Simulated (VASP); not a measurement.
Set up this calculation in VASP 6.6.1, as the native input.

- Task: single point
- Functional: LDA
- Potentials or basis: VASP PAW LDA potentials, release 64 (Cs_sv, Ca_sv, H)
- Cutoff: 520 eV
- k mesh: 6 × 6 × 6
- Occupations: gaussian, width 0.05 eV
- Spin: no spin polarisation
- Dipole correction: no
- Further INCAR settings: ALGO = Normal; EDIFF = 1e-07; NBANDS = 19

The structure of CsCaH3 lies in POSCAR:

```
CsCaH3
1.0
    4.8637982650      0.0000000000      0.0000000000
    0.0000000000      4.6211860000      0.0000000000
    0.0000000000      0.0000000000      4.6211860000
Cs Ca H
1 1 3
Direct
    0.0000000000      0.0000000000      0.0000000000
    0.5000000000      0.5000000000      0.5000000000
    0.5000000000      0.0000000000      0.5000000000
    0.0000000000      0.5000000000      0.5000000000
    0.5000000000      0.5000000000      0.0000000000
```

The cell comes from a database or a generator and needn't be the stable form of this composition.

The cell isn't the ideal one: strain +0.0525 x Voigt [1, 0, 0, 0, 0, 0], atoms carried along.

These files were run (other wordings do the same):

INCAR

```
  PREC = Accurate
  ENCUT = 520
  EDIFF = 1E-7
  ISMEAR = 0
  SIGMA = 0.05
  LREAL = F
  LASPH = T
  NELM = 100
  ALGO = Normal
  ISIF = 2
  LWAVE = F
  LCHARG = T
  LELF = T
  LVHAR = T
  NBANDS = 19
```

KPOINTS

```
Automatic mesh
0
Gamma
  6 6 6
```

Potentials or basis: VASP PAW LDA potentials, release 64 (Cs_sv, Ca_sv, H).

Run with:

```console
$ cat potpaw_LDA.64/Cs_sv/POTCAR potpaw_LDA.64/Ca_sv/POTCAR potpaw_LDA.64/H/POTCAR > POTCAR
$ mpirun -np 1 vasp_std > vasp.out
```

It gave:

- Pressure: -3.1 GPa
- Band gap on the k mesh: 2.76 eV, indirect (least direct gap 2.80 eV)

Caveat: spin-orbit coupling is left out, which moves the levels of the heavy elements.

Run time: 61 s on 1 thread of Intel(R) Xeon(R) Platinum 8488C (Sapphire Rapids) (shared host), peak memory 0.22 GiB.
